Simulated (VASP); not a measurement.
The cell holds one AgBr (rock salt) (110) slab, with vacuum along c, ions free to move until forces fall under 0.03 eV/Å, no reconstruction beyond this cell, dipole correction on. Ionisation potential and electron affinity count from the cell's own band edges, surface states included.

Given:

```xyz
12
Lattice="4.0121 0.0000 0.0000 0.0000 5.6740 0.0000 0.0000 0.0000 26.7868" Properties=species:S:1:pos:R:3 pbc="T T T"
Ag     0.0000     0.0000     8.6861
Ag     2.0061     2.8370    10.1678
Ag     0.0000     0.0000    12.5542
Ag     2.0061     2.8370    14.2326
Ag     0.0000     0.0000    16.6189
Ag     2.0061     2.8370    18.1007
Br     2.0061     0.0000    10.4968
Br     0.0000     2.8370     8.2862
Br     2.0061     0.0000    14.4832
Br     0.0000     2.8370    12.3036
Br     2.0061     0.0000    18.5006
Br     0.0000     2.8370    16.2900
```

All values below come from PBEsol GGA, VASP's PBE PAW potentials (set 64) (plane waves; VASP). Run with 400 eV cut-off, 5×4×1 Γ-centred mesh, Gaussian smearing of 0.050 eV, potentials Ag Br.

Slab and bulk use different k-meshes, so the surface energy is good to a few per cent at best.

* **surface energy**: 0.34 J/m²
* **ionisation potential**: 5.45 eV
* **electron affinity**: 4.74 eV

The cell is a thin slab with vacuum, built from AgBr (rock salt): (110) face.
